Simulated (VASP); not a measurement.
VASP ran on this input.

**POSCAR**
```
KI
1
    4.8591272799     0.0000000000     0.0000000000
   -2.4295636400     4.2081273935     0.0000000000
   -0.0000000000    -0.0000000000     8.4982327218
K I
2 2
Direct
  0.0000000000   1.0000000000   0.0000000000
  0.0000000000   1.0000000000   0.5000000000
  0.3333330000   0.6666670000   0.2500000000
  0.6666670000   0.3333330000   0.7500000000
```

**KPOINTS**
```
kpoints
0
Gamma
 5 5 3
0 0 0
```

INCAR:
```
SYSTEM = KI
PREC = Accurate
ENCUT = 400
EDIFF = 1E-6
NELM = 100
ALGO = Normal
LREAL = .FALSE.
LASPH = .TRUE.
ISMEAR = 0
SIGMA = 0.05
GGA = PS
LMAXMIX = 4
LWAVE = .FALSE.
LCHARG = .FALSE.
IBRION = 2
ISIF = 3
NSW = 60
EDIFFG = -0.02
```

POTCAR, in this order: K_sv I (PBE.64 set). Program: vasp_std.

### Question
Write an equivalent input for Quantum ESPRESSO's pw.x.

### Answer
One equivalent input (not run):
```
&CONTROL
  calculation = 'vc-relax'
  pseudo_dir = './pseudo'
  outdir = './out'
  tprnfor = .true.
  tstress = .true.
  nstep = 60
  forc_conv_thr = 0.00078
/
&SYSTEM
  ibrav = 0
  nat = 4
  ntyp = 2
  ecutwfc = 74
  occupations = 'smearing'
  smearing = 'gaussian'
  degauss = 0.003675
  input_dft = 'pbesol'
/
&ELECTRONS
  conv_thr = 7.3e-08
  electron_maxstep = 100
/
&IONS
/
&CELL
/
ATOMIC_SPECIES
  K 39.098 K.upf
  I 126.904 I.upf
CELL_PARAMETERS angstrom
     4.8591273    0.0000000    0.0000000
    -2.4295636    4.2081274    0.0000000
    -0.0000000   -0.0000000    8.4982327
ATOMIC_POSITIONS crystal
  K    0.0000000  1.0000000  0.0000000
  K    0.0000000  1.0000000  0.5000000
  I    0.3333330  0.6666670  0.2500000
  I    0.6666670  0.3333330  0.7500000
K_POINTS automatic
  5 5 3 0 0 0
```
What does not carry over: the potentials are each code's own (VASP's PAW set, PseudoDojo norm-conserving files in pw.x), so ENCUT and ecutwfc are chosen apart and not converted; conv_thr bounds pw.x's estimated SCF error, while EDIFF bounds the energy change between steps; forc_conv_thr acts on force components and is met together with etot_conv_thr.

The structure was generated: KI was put into the NiAs type type (P6_3/mmc), which need not be its known phase. It was relaxed first, which changed the volume by -11 %. The start is the result of an earlier pass.
